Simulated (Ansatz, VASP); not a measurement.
MoI in VASP and in Ansatz

```
CELL_PARAMETERS angstrom
0.00000 3.17885 3.17885
3.17885 0.00000 3.17885
3.17885 3.17885 0.00000
ATOMIC_POSITIONS crystal
Mo 0.00000 0.00000 0.00000
I 0.75000 0.75000 0.75000
```

The cell was built by a generator and needn't be a form met in nature.

Alike in both runs: task band structure; functional PBEsol; k mesh 7 × 7 × 7; occupations fermi-dirac, width 0.05 eV; no spin polarisation.

```csv
,VASP,Ansatz
version,VASP 6.6.1,Ansatz 0.2.0
potentials or method,"VASP PAW PBE potentials, release 64 (Mo_sv, I)",Ansatz PAW
plane-wave cutoff (eV),520,420
valence electrons in the cell,21,31
```

```tsv
	VASP	Ansatz	Ansatz less VASP
gap on the k mesh at the Fermi level (eV)	none	none	-
pressure (GPa)	-10.2	-10.2	0.00
```

A gap of «none» marks a metal or a gap that the smearing closes. The two sets of potentials don't hold the same shells in valence.

Caveats: spin-orbit coupling is left out, which moves the levels of the heavy elements; an odd number of electrons without spin polarisation forces a metal; a magnetic or distorted state may lie lower; the PAW data sets were made with another functional, which shifts forces and pressure a little (VASP); the PAW data sets come from PBE, with cores solved anew for the run's functional, which leaves a small shift of forces and pressure (Ansatz).
